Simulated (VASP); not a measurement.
Consider the following.

```xyz
4
Lattice="2.8537 0.0000 0.0000 -1.4269 2.4714 0.0000 0.0000 0.0000 4.7421" Properties=species:S:1:pos:R:3 pbc="T T T"
Si     0.0000     0.0000     0.0000
Si     0.0000     0.0000     2.3711
C      0.0000     1.6476     1.1855
C      1.4269     0.8238     3.5566
```

Calculation: PBEsol GGA, VASP's PBE PAW potentials (set 64) (plane waves; VASP 6.6.1). Run with 620 eV cut-off, 12×12×7 Γ-centred mesh, first-order Methfessel-Paxton smearing of 0.10 eV, potentials Si C.

Problem. Predict the energy per atom (σ→0), band gap (on the k-mesh) with the smallest direct gap where there is one.

Solution. 
| Property | Result |
|---|---|
| band gap (on the k-mesh) | none (metal, semimetal or under 0.01 eV) |
| energy per atom (σ→0) | -699.6 kJ/mol of atoms |

Total energies compare only between runs with the same potentials, cut-off and functional.

The structure was generated: SiC was put into the NiAs type type (P6_3/mmc), which need not be its known phase. It was relaxed first.
